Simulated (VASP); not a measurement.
Consider the following.

```
Na
1.0
   -2.11040     2.11040     2.11040
    2.11040    -2.11040     2.11040
    2.11040     2.11040    -2.11040
Na
1
Direct
  0.00000   0.00000   0.00000
```

All values below come from TPSS meta-GGA, VASP's PBE PAW potentials (set 64) (plane waves; VASP 6.6.1). Numerical set-up: 520 eV cut-off, 14×14×14 Γ-centred mesh, tetrahedra with Blöchl corrections, potentials Na_pv.

Task: Give the energies of bands 4 to 6 at the high-symmetry points, in eV from the Fermi level.

Result: 
| band | Γ | H | N | P |
|---|---|---|---|---|
| 4 | -3.27 | 4.36 | 0.68 | 2.62 |
| 5 | 11.62 | 4.36 | 1.21 | 2.62 |
| 6 | 11.62 | 4.83 | 8.06 | 2.62 |

It has no gap at this level: it comes out as a metal or semimetal.

The compound is Na in the bcc structure. It was relaxed first.
